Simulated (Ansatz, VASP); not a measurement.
**KAlH5: VASP beside Ansatz**

```
CELL_PARAMETERS angstrom
3.24679 0.00000 0.00000
0.00000 3.24679 0.00000
0.00000 0.00000 5.99562
ATOMIC_POSITIONS crystal
K 0.00000 0.00000 0.50000
Al 0.50000 0.50000 0.00000
H 0.00000 0.50000 0.17728
H 0.00000 0.50000 0.82272
H 0.50000 0.00000 0.17728
H 0.50000 0.00000 0.82272
H 0.00000 0.00000 0.00000
```

Change from the starting cell: species swapped into the AlAsPt5 type (P4/mmm, No. 123).

Alike in both runs: functional PBE; k mesh 12 × 12 × 6; occupations gaussian, width 0.1 eV; no spin polarisation.

Ansatz relaxed the structure, and its values are those at the end. VASP's run is a single point on that final structure, the one shown.

```csv
,VASP,Ansatz
version,VASP 6.6.1,Ansatz 0.2.0
potentials or method,"VASP PAW PBE potentials, release 64 (K_sv, Al, H)","scalar-relativistic, plane waves, PAW"
plane-wave cutoff (eV),520,420
valence electrons in the cell,17,17
```

VASP gave:

```
gap on the k mesh at the Fermi level (eV) : none
pressure (GPa)                            : 0.0
rms of the force components (eV/Å)        : 0.003
```

Task: Which values does Ansatz return?

Result: gap on the k mesh at the Fermi level (eV): none; pressure (GPa): 0.0; rms of the force components (eV/Å): 0.000.

A gap of «none» marks a metal or a gap that the smearing closes. The functional is the same, so the differences come from potentials, cutoffs and numerics.
